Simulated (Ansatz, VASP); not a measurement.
## Cross-check of TlBi between VASP and Ansatz

Wanted: the spread between two codes on one cell, functional and k mesh. The cell is taken from a series of runs on this material, whose earlier steps may have relaxed, scaled, displaced or heated it; both programs get it as it stands.

Main program and level: Ansatz 0.2.0; plane waves, with VASP 6.6.1 beside it; relaxation of cell and atoms at PBEsol.

**1. Starting point**

Symmetry: Pm-3m, No. 221, cubic system. The conventional cell has a = 3.891 Å, b = 3.891 Å, c = 3.891 Å, α = 90.00°, β = 90.00°, γ = 90.00°. Nearest to Tl lie 8 Bi at 3.37 Å. Nearest to Bi lie 8 Tl at 3.37 Å. Farther neighbours are not listed.

As a file:

```xyz
2
Lattice="3.8913 0.0000 0.0000 0.0000 3.8913 0.0000 0.0000 0.0000 3.8913" Properties=species:S:1:pos:R:3 pbc="T T T"
Tl    0.0000    0.0000    0.0000
Bi    1.9456    1.9456    1.9456
```

**2. VASP: relaxation of cell and atoms, PBEsol**

The relaxed volume is the usual yardstick between codes: in a stiff, nearly cubic crystal its relative difference is about their pressure difference at one cell divided by the bulk modulus.

Lines of VASP's logs that name or quote its potential files are left out, and so is its time.

INCAR reads:

```
SYSTEM = TlBi
PREC = Accurate
ENCUT = 500
EDIFF = 1E-07
NELM = 120
ISMEAR = 1
SIGMA = 0.2
LREAL = .FALSE.
ALGO = Normal
GGA = PS
NBANDS = 20
LORBIT = 11
LWAVE = .FALSE.
LCHARG = .FALSE.
ISIF = 3
IBRION = 2
NSW = 80
EDIFFG = -0.005
LASPH = .TRUE.
GGA_COMPAT = .FALSE.
NELMIN = 4
KPAR = 2
```

POSCAR reads:

```
TlBi
1.0
    3.8912590000      0.0000000000      0.0000000000
    0.0000000000      3.8912590000      0.0000000000
    0.0000000000      0.0000000000      3.8912590000
Tl Bi
1 1
Direct
    0.0000000000      0.0000000000      0.0000000000
    0.5000001285      0.5000001285      0.5000001285
```

KPOINTS reads:

```
Automatic mesh
0
Gamma
12 12 12
0 0 0
```

Potentials, in the order of the species: Tl_d and Bi_d (PBE family, release 64).

Run with:

```console
$ mpirun -np 2 vasp_std
```

Numbers of over 12 decimals in the logs are rounded to 6 here.

The program printed:

```text
[banner, memory and clock lines left out]
running    2 mpi-ranks, on    1 nodes
 distrk:  each k-point on    1 cores,    2 groups
 distr:  one band on    1 cores,    1 groups

 POSCAR found type information on POSCAR TlBi
 POSCAR found :  2 types and       2 ions
|                                                                             |
|               ----> ADVICE to this user running VASP <----                  |
|                                                                             |
|     You enforced a specific xc type in the INCAR file but a different       |
|     [... a line on the potential file left out ...]
|     I HOPE YOU KNOW WHAT YOU ARE DOING!                                     |
|                                                                             |

 LDA part: xc-table for (Slater+PW92), standard interpolation
 POSCAR, INCAR and KPOINTS ok, starting setup
 FFT: planning ... GRIDC
 FFT: planning ... GRID_SOFT
 FFT: planning ... GRID
 WAVECAR not read
 entering main loop
       N       E                     dE             d eps       ncg     rms          rms(c)
DAV:   1     0.220333351064E+03    0.22033E+03   -0.14799E+04  3400   0.151E+03
DAV:   2     0.625062808116E+01   -0.21408E+03   -0.20889E+03  3412   0.390E+02
DAV:   3    -0.651046895891E+01   -0.12761E+02   -0.12647E+02  3948   0.995E+01
DAV:   4    -0.683935181500E+01   -0.32888E+00   -0.32842E+00  3948   0.159E+01
DAV:   5    -0.685219524826E+01   -0.12843E-01   -0.12843E-01  4216   0.315E+00    0.291E+00
DAV:   6    -0.681580211206E+01    0.36393E-01   -0.69968E-02  3824   0.257E+00    0.199E+00
DAV:   7    -0.680908908560E+01    0.67130E-02   -0.30936E-02  3888   0.175E+00    0.659E-01
DAV:   8    -0.680858819141E+01    0.50089E-03   -0.27516E-03  3688   0.493E-01    0.416E-02
DAV:   9    -0.680858710892E+01    0.10825E-05   -0.98549E-05  4372   0.834E-02    0.127E-02
DAV:  10    -0.680858909580E+01   -0.19869E-05   -0.13426E-05  3844   0.402E-02    0.607E-03
DAV:  11    -0.680858869605E+01    0.39975E-06   -0.76235E-07  4136   0.924E-03    0.434E-03
DAV:  12    -0.680858849301E+01    0.20304E-06   -0.28455E-07  3392   0.489E-03    0.618E-04
DAV:  13    -0.680858851373E+01   -0.20717E-07   -0.82218E-09  2148   0.769E-04
   1 F= -.68085885E+01 E0= -.68086897E+01  d E =-.680859E+01
 curvature:   0.00 expect dE= 0.000E+00 dE for cont linesearch  0.000E+00
 trial: gam= 0.00000 g(F)=  0.000E+00 g(S)=  0.365E-03 ort = 0.000E+00 (trialstep = 0.100E+01)
 search vector abs. value=  0.365E-03
 bond charge predicted
       N       E                     dE             d eps       ncg     rms          rms(c)
DAV:   1    -0.681751895823E+01   -0.89305E-02   -0.19572E-01  3796   0.559E+00    0.508E-01
DAV:   2    -0.680993721832E+01    0.75817E-02   -0.14282E-02  3748   0.149E+00    0.188E-01
DAV:   3    -0.680872851757E+01    0.12087E-02   -0.45840E-03  4136   0.822E-01    0.101E-01
DAV:   4    -0.680874186974E+01   -0.13352E-04   -0.31096E-04  3528   0.114E-01    0.112E-02
DAV:   5    -0.680873877643E+01    0.30933E-05   -0.60711E-05  3920   0.834E-02    0.155E-02
DAV:   6    -0.680873977175E+01   -0.99532E-06   -0.56520E-06  3816   0.242E-02    0.160E-03
DAV:   7    -0.680873956674E+01    0.20501E-06   -0.38940E-07  3420   0.654E-03    0.116E-03
DAV:   8    -0.680873957204E+01   -0.52946E-08   -0.57926E-08  1932   0.300E-03
   2 F= -.68087396E+01 E0= -.68088668E+01  d E =-.151058E-03
 trial-energy change:   -0.000151  1 .order   -0.000142   -0.000365    0.000080
 step:   0.8359(harm=  0.8197)  dis= 0.00000  next Energy=    -6.808746 (dE=-0.158E-03)
 bond charge predicted
       N       E                     dE             d eps       ncg     rms          rms(c)
DAV:   1    -0.680898126531E+01   -0.24170E-03   -0.52821E-03  3788   0.923E-01    0.835E-02
DAV:   2    -0.680877958741E+01    0.20168E-03   -0.38169E-04  3748   0.243E-01    0.309E-02
DAV:   3    -0.680874648110E+01    0.33106E-04   -0.12415E-04  4104   0.135E-01    0.169E-02
DAV:   4    -0.680874506233E+01    0.14188E-05   -0.83327E-06  3512   0.188E-02    0.187E-03
DAV:   5    -0.680874495663E+01    0.10570E-06   -0.17438E-06  3912   0.143E-02    0.249E-03
DAV:   6    -0.680874477090E+01    0.18572E-06   -0.14954E-07  2456   0.416E-03    0.296E-04
DAV:   7    -0.680874479383E+01   -0.22930E-07   -0.12945E-08  1796   0.131E-03
   3 F= -.68087448E+01 E0= -.68088677E+01  d E =-.156280E-03
 curvature:  -0.41 expect dE=-0.228E-07 dE for cont linesearch -0.228E-07
 trial: gam=-0.01224 g(F)=  0.282E-45 g(S)=  0.560E-07 ort = 0.452E-05 (trialstep = 0.967E+00)
 search vector abs. value=  0.109E-09
 reached required accuracy - stopping structural energy minimisation
```

Parts of OUTCAR (step 2):

```text
ion  position               nearest neighbor table
   1  0.000  0.000  0.000-   2 3.37   2 3.37   2 3.37   2 3.37   2 3.37   2 3.37   2 3.37   2 3.37

  LATTYP: Found a simple cubic cell.
 ALAT       =     3.8912590000

 Subroutine GETGRP returns: Found 48 space group operations
 (whereof 48 operations were pure point group operations)

The static configuration has the point symmetry O_h .

 Found     84 irreducible k-points:

   k-points           NKPTS =     84   k-points in BZ     NKDIM =     84   number of bands    NBANDS=     20

   dimension x,y,z NGX =    28 NGY =   28 NGZ =   28
   dimension x,y,z NGXF=    56 NGYF=   56 NGZF=   56

   ENCUT  =  500.0 eV  36.75 Ry    6.06 a.u.   7.09  7.09  7.09*2*pi/ulx,y,z

   NELECT =      28.0000    total number of electrons

 k-points in reciprocal lattice and weights: Automatic mesh
   0.00000000  0.00000000  0.00000000       0.001
   0.08333333  0.00000000  0.00000000       0.003
   0.16666667  0.00000000  0.00000000       0.003
   0.25000000  0.00000000  0.00000000       0.003
   0.33333333  0.00000000  0.00000000       0.003
   0.41666667  0.00000000  0.00000000       0.003
   0.50000000  0.00000000  0.00000000       0.002
   0.08333333  0.08333333  0.00000000       0.007
   0.16666667  0.08333333  0.00000000       0.014
[...]
0.50000000  0.50000000  0.41666667       0.003
   0.50000000  0.50000000  0.50000000       0.001

 average (electrostatic) potential at core
       1 -82.0274       2-103.4910

 E-fermi :   7.2445

 k-point     1 :       0.0000    0.0000    0.0000
  band No.  band energies     occupation
    ...
     11      -4.0058      2.00000
     12       2.8004      2.00000
     13       6.7063      2.00095
     14       6.7063      2.00095
     15       6.7063      2.00095
     16      12.1320      0.00000
     17      12.1320      0.00000
     18      15.5220      0.00000
     19      15.5220      0.00000
     20      15.5220      0.00000

 k-point     2 :       0.0833    0.0000    0.0000
  band No.  band energies     occupation
    ...
     11      -4.0059      2.00000
     12       2.5754      2.00000
     13       6.7051      2.00092
     14       6.7940      2.00651
     15       6.7940      2.00651
     16      12.1730      0.00000
     17      12.5350      0.00000
     18      14.8851      0.00000
     19      15.2443      0.00000
     20      15.2443      0.00000

 k-point     3 :       0.1667    0.0000    0.0000
  band No.  band energies     occupation
    ...
     11      -4.0061      2.00000
     12       1.9806      2.00000
     13       6.7727      2.00425
     14       7.0515      2.04211
     15       7.0515      2.04211
     16      12.2956      0.00000
     17      13.2294      0.00000
     18      13.9968      0.00000
     19      14.4934      0.00000
     20      14.4934      0.00000

  Total       -0.0008798     -0.0008798     -0.0008798     -0.0000000      0.0000000     -0.0000000
  in kB       -0.0240265     -0.0240265     -0.0240265     -0.0000000      0.0000000     -0.0000000
  external PRESSURE =      -0.0240265 kB  Pullay stress =       0.0000000 kB

  energy-cutoff  :      500.00
  volume of cell :       58.67
      direct lattice vectors                 reciprocal lattice vectors
     3.885687968 -0.000000000  0.000000000     0.257354684  0.000000000  0.000000000
    -0.000000000  3.885687968  0.000000000     0.000000000  0.257354684 -0.000000000
    -0.000000000  0.000000000  3.885687968    -0.000000000 -0.000000000  0.257354684

 POSITION                                       TOTAL-FORCE (eV/Angst)
 -----------------------------------------------------------------------------------
      0.00000      0.00000      0.00000        -0.000000      0.000000      0.000000
      1.94284      1.94284      1.94284         0.000000     -0.000000      0.000000
 -----------------------------------------------------------------------------------
    total drift:                               -0.000474     -0.000474     -0.000474

  FREE ENERGIE OF THE ION-ELECTRON SYSTEM (eV)
  ---------------------------------------------------
  free  energy   TOTEN  =        -6.8087447938 eV

  energy  without entropy=       -6.8091135857  energy(sigma->0) =       -6.80886772

 reached required accuracy - stopping structural energy minimisation

 total charge
# of ion       s       p       d       tot
------------------------------------------
    1        1.173   0.403   9.645  11.221
    2        1.541   1.283   9.911  12.735
--------------------------------------------------
tot          2.714   1.686  19.556  23.956

[... 3 further parts left out ...]
```

CONTCAR:

```
TlBi
   1.00000000000000
     3.8856879679543566   -0.0000000000000000    0.0000000000000000
    -0.0000000000000000    3.8856879679543566    0.0000000000000000
    -0.0000000000000000    0.0000000000000000    3.8856879679543566
  Tl              Bi
     1     1
Direct
     0.0000000000000000    0.0000000000000000    0.0000000000000000
     0.5000001284999982    0.5000001284999982    0.5000001284999982
```

**3. Ansatz: relaxation of cell and atoms, PBEsol**

Ansatz runs on its PAW soft_1 files.

The same cell, functional, mesh and smearing now go to Ansatz, which takes its cutoff from its data sets.

input.yaml reads:

```yaml
crystal:
  lattice:
    - [3.8912591549, 0.0, 0.0]
    - [0.0, 3.8912591549, 0.0]
    - [0.0, 0.0, 3.8912591549]
  atoms:
    - { symbol: Tl, position: [0.0, 0.0, 0.0] }
    - { symbol: Bi, position: [0.5, 0.5, 0.5] }
kpoints:
  mp_grid: { grid: [12, 12, 12] }
hamiltonian:
  xc: pbesol
  pseudopotentials: { kind: paw, azcp: { folder: soft_1 }, xc_functional: pbe }
scf:
  occupations: { method: methfessel_paxton, width: 0.2 }
output:
  forces: true
  stress: true
  eigenvalues: true
relax:
  adjacent_minimum: "off"
  f_tol: 0.001
  max_steps: 60
  cell: { stress_tol: 0.01 }
```

Run with:

```console
$ ansatz run input.yaml --threads 4 --pin off --max-ram 10240MiB --backend cpu --events-out ev --progress --plain --runs-dir out
```

The program printed:

```text
Engine: ansatz 0.2.0, aarch64-unknown-linux-gnu
Pseudopotentials: kind: paw
Pseudopotential: Tl, paw, valence charge 13, recommended cutoff 420 eV (normal), soft_1/Tl.paw.azcp
Pseudopotential: Bi, paw, valence charge 15, recommended cutoff 420 eV (normal), soft_1/Bi.paw.azcp
Functional definition: PBEsol
  exchange = pbesol_x
  correlation = pbesol_c
Crystal: 2 atoms, lattice volume = 58.921 Å³
Basis set: ecut = 420 eV, 1189 PW (Γ), exchange–correlation on 54×54×54 points (8 copies of the dense FFT grid, shifted against one another)
Bands: 18, of which v1, the nominal top of the filled ones, is band 14 counted from 1 (13 counted from 0)
Symmetry: 48 space group operations
Space group: Pm-3m (ITA 221), of the structure as read, at distance tolerance 3.9e-5 Å
k-points: 84 of 1728
Non-local potential: Tl, projectors of the file, l = 0: 2, l = 1: 2, l = 2: 2, l = 3: 1
Non-local potential: Bi, projectors of the file, l = 0: 2, l = 1: 2, l = 2: 2, l = 3: 1
PAW form: soft (Blöchl's): semilocal exchange-correlation on the pseudo side does not see the compensation charge
PAW frozen core: Tl, regenerated for the run's functional, and the local potential with it (the file was generated under x = pbe(κ = 0.804, μ = 0.219515), c = pbe(β = 0.066725))
PAW frozen core: Bi, regenerated for the run's functional, and the local potential with it (the file was generated under x = pbe(κ = 0.804, μ = 0.219515), c = pbe(β = 0.066725))
PAW one-centre angular grid: Tl, 590 points (default); XC on 64 Gauss nodes
PAW one-centre angular grid: Bi, 590 points (default); XC on 64 Gauss nodes
Initial density: superposition of atomic densities (chi_scale 0.1, normalization cell, long waves kept (reshape's long-wave potential 0.00 eV rms))
Initial wavefunctions: pseudopotential atomic-orbital guess
Functional: x = pbesol(κ = 0.804, μ = 0.123457), c = pbesol(β = 0.046)
SCF iter   1: F=—  HF=-23542.221187 eV  |F-HF|=—  |Δ(HF+E_count)|=         —  Δρ=1.85e-2  dr2=5.09e-1  ethr=3.10e-3  ⟨swp⟩=6.9  Hψ=17172  notcnv=0  defer=2
automatic band count: the SCF goes on with 22 bands, as 18 were too few: the levels above may hold too much charge
preconditioner: auto → Kerker (q_TF=auto, 2.410 Å⁻¹)  [metal: Δε(μ)=0.056 eV  Ē_g=20.197 eV  σ=0.200 eV  W_gap=0.24  n_scr=18 (ndim 8)  ℏωp=25.6 eV  f_vac=0.000  D(μ)=1.22/eV (n_scr^D=6)]
SCF iter   2: F=—  HF=-23542.087935 eV  |F-HF|=—  |Δ(HF+E_count)|=   1.33e-1  S|Δr|=    0.00e0  Δρ=1.10e-2  dr2=1.94e-1  ethr=1.82e-3  ⟨swp⟩=1.5  Hψ=2579  notcnv=0  defer=107
SCF iter   3: F=—  HF=-23542.011910 eV  |F-HF|=—  |Δ(HF+E_count)|=   7.60e-2  S|Δr|=    0.00e0  Δρ=1.60e-3  dr2=3.03e-3  ethr=6.92e-4  ⟨swp⟩=2.8  Hψ=2938  notcnv=0  defer=107
SCF iter   4: F=—  HF=-23542.011123 eV  |F-HF|=—  |Δ(HF+E_count)|=   7.86e-4  S|Δr|=    0.00e0  Δρ=2.01e-4  dr2=1.75e-5  ethr=1.08e-5  ⟨swp⟩=2.1  Hψ=2416  notcnv=0  defer=135
SCF iter   5: F=—  HF=-23542.011132 eV  |F-HF|=—  |Δ(HF+E_count)|=   8.29e-6  S|Δr|=    0.00e0  Δρ=8.08e-5  dr2=3.23e-6  ethr=6.24e-8  ⟨swp⟩=2.1  Hψ=2498  notcnv=0  defer=199
SCF iter   6: F=—  HF=-23542.011132 eV  |F-HF|=—  |Δ(HF+E_count)|=   3.40e-7  S|Δr|=    0.00e0  Δρ=2.11e-5  dr2=2.87e-7  ethr=1.15e-8  ⟨swp⟩=2.7  Hψ=2854  notcnv=0  defer=199
SCF iter   7: F=-23542.011132 eV  HF=-23542.011132 eV  |F-HF|=1.87e-9  |Δ(HF+E_count)|=   8.41e-8  S|Δr|=    0.00e0  Δρ=2.76e-6  dr2=3.64e-9  ethr=3.57e-10  ⟨swp⟩=9.7  Hψ=9497  notcnv=0
SCF 1 converged in 7 iterations: F = -23542.011132 eV  dr2 = 3.64e-9
  greatest PAW one-centre occupation: 0.988 electrons in one spin orbital (limit 2), on the Bi atom at site 1 (counted from 0), in its partial waves of l = 2
relax step   1: F+E_penalty+E_count = -23542.01113204 eV  Δ(F+E_penalty+E_count) = +0.000e0 eV  max|allowed force component| = 2.186e-30 eV/Å  Δτ_max = 0.0000 Å  P = -0.128 GPa  Ω = 58.921 Å³  (7 SCF iters, dr2 threshold 1.00e-7 eV, accepted)
[...]
relax step   2: F+E_penalty+E_count = -23542.01121377 eV  Δ(F+E_penalty+E_count) = -8.173e-5 eV  max|allowed force component| = 2.630e-30 eV/Å  Δτ_max = 0.0000 Å  P = +0.011 GPa  Ω = 58.740 Å³  energy of the carried Pulay correction = +1.522e-5 eV  (3 SCF iters, dr2 threshold 4.10e-8 eV, accepted)
[...]
relax step   3: F+E_penalty+E_count = -23542.01121305 eV  Δ(F+E_penalty+E_count) = +7.184e-7 eV  max|allowed force component| = 3.418e-30 eV/Å  Δτ_max = 0.0000 Å  P = -0.000 GPa  Ω = 58.754 Å³  energy of the carried Pulay correction = +1.401e-5 eV  (3 SCF iters, dr2 threshold 3.08e-10 eV, accepted)
[...]
relax step   4: F+E_penalty+E_count = -23542.01119913 eV  Δ(F+E_penalty+E_count) = +1.392e-5 eV  max|allowed force component| = 4.207e-30 eV/Å  Δτ_max = 0.0000 Å  P = -0.000 GPa  Ω = 58.754 Å³  stress off target by 2.03e-4 GPa  SCF on the basis re-selected at this cell (its energy is not comparable with the rows above)  (6 SCF iters)
basis re-selected at this cell: Δ(F+E_penalty+E_count) = +1.392e-5 eV, ΔP = -0.000 GPa vs the last step (what re-selecting the basis moved, of the pressure what is left beyond the Pulay correction that the steps carried, after the strain that the cell walked since its last selection, with what the two solves' SCF thresholds leave and, on support functions, any second-order correction that the steps lacked; it is no m [...]
SCF converged after 6 iterations
Stability not checked: this state was not tested for a lower state beside it, because cold or Methfessel-Paxton smearing, or corrected tetrahedra, fill the levels in a way that the test cannot read (fill_not_monotonic; see scf.lower_state_search)
Free energy (F): -23542.011199 eV
Harris-Foulkes:  -23542.011199 eV  (|F-HF|=0.00e0)
Internal energy: -23542.011549 eV  (E = F + TS)
E sigma→0 (E₀):  -23542.011287 eV
Entropy (-TS):   0.000350 eV (0.175 meV/atom)
Fermi energy:    11.236046 eV
--- Per-component energies (eV) ---
  E_band       = -68.453359
  E_kinetic    = 520.817324
  E_local      = -1990.693261  (includes V_loc(G=0)·N_el)
  E_nonlocal   = 727.187261
  E_hartree    = 732.477008
  E_xc         = -335.424426
  E_vxc        = -255.100370  (∫ρ·V_xc dr)
  E_paw        = -20546.929271  (= ΣΔE_a)
  E_vpaw       = -535.618504  (= ΣTr[D̂ρ^β])
  E_aug_tail   = 0.000171  (compensation charges beyond the density's cutoff)
  E_ewald      = -2649.574484
  E_core_change = 0.128127  (= ΣΔE_core)
  E_smearing   = 0.000350  (= −TS)
  E_closure    = -0.000000  (closes the sum)
  Σ components = -23542.011199   (vs F -23542.011199, Δ=0.00e0)
--- Forces (eV/Å), atoms counted from 1 ---
  atom   1  Tl     0.00000000     0.00000000     0.00000000
  atom   2  Bi     0.00000000    -0.00000000     0.00000000
  max |Σ_I F_I| component: 8.41e-30 eV/Å
--- Stress (GPa, compression-positive) ---
       -0.000203      -0.000000       0.000000
       -0.000000      -0.000203       0.000000
        0.000000       0.000000      -0.000203
  P = ⅓ Tr σ = -0.0002 GPa (-0.002 kbar)
--- Band table (eV; the first three rows and the last of 84) ---
  k-point 0: bands = [... 10 lower, -0.0155, 6.7897, 10.7002, 10.7002, 10.7002, 16.1138, 16.1138, 19.5060, ... 4 higher]
  k-point 1: bands = [... 10 lower, -0.0156, 6.5657, 10.6982, 10.7876, 10.7876, 16.1549, 16.5162, 18.8688, ... 4 higher]
  k-point 2: bands = [... 10 lower, -0.0159, 5.9729, 10.7645, 11.0447, 11.0447, 16.2777, 17.2119, 17.9779, ... 4 higher]
  k-point 83: bands = [... 10 lower, 1.4758, 6.8676, 9.5703, 9.5703, 9.5703, 11.1171, 11.1171, 11.1171, ... 4 higher]
--- Relaxed structure (3 steps of the walk, 3 accepted, 1 SCFs on fresh bases) ---
  F+E_penalty+E_count = -23542.01119913 eV   max|allowed force component| = 4.207e-30 eV/Å   (the final SCF, on the basis selected at the relaxed cell)
  cell:  # Å, volume = 58.7540 Å³
    - [3.887578, 0, 0]
    - [0, 3.887578, 0.0]
    - [0, 0.0, 3.887578]
  atoms:
    - { symbol: Tl, position: [0, 0, 0] }
    - { symbol: Bi, position: [0.5, 0.5, 0.5] }
```

Reading the cycles: dr2 is the Hartree energy of the density residual (eV), the measure of convergence; HF is the Harris–Foulkes estimate of the energy, which meets the free energy F at convergence.

**4. Differences**

Known differences besides the potentials themselves: the cutoff is 420 eV in Ansatz and 500 eV in VASP; Ansatz makes its cores anew for this functional, VASP keeps those of its PBE data sets; Ansatz adds a Pulay correction to the stress that steers its cell, VASP none. Total energies have different zeros and are not compared.

Both answers:

| quantity | Ansatz | VASP | difference |
| --- | --- | --- | --- |
| volume (Å³) | 58.75 | 58.67 | +0.15 % |
| edge a after relaxation, in the typed setting (Å) | 3.888 | 3.886 | +0.05 % |

**5. Results**

| Property | Result |
| --- | --- |
| difference in volume (relaxation of cell and atoms, PBEsol) | 0.15 % |

**Reading.** The difference in volume is 0.15 % (relaxation of cell and atoms, PBEsol), within the 1.2 % picked in this series as the mark of a large difference, as far as the stopping tolerances let one tell. 1 further run of this series is not shown here. How closely two codes agree says nothing of how well the functional describes the real material.

[Lines on the potential files, build, host, timing and source positions are cut from VASP's logs without a mark.]

[Logs are printed without paths, hosts, clocks, repeated set-up lines and the standing remarks that a program may print on its own settings, such as how far it seeks lower states.]

[Hosts, paths, dates, database ids (printed as entryN), source tags and the programs' standing remarks are cut or masked in the printed files.]
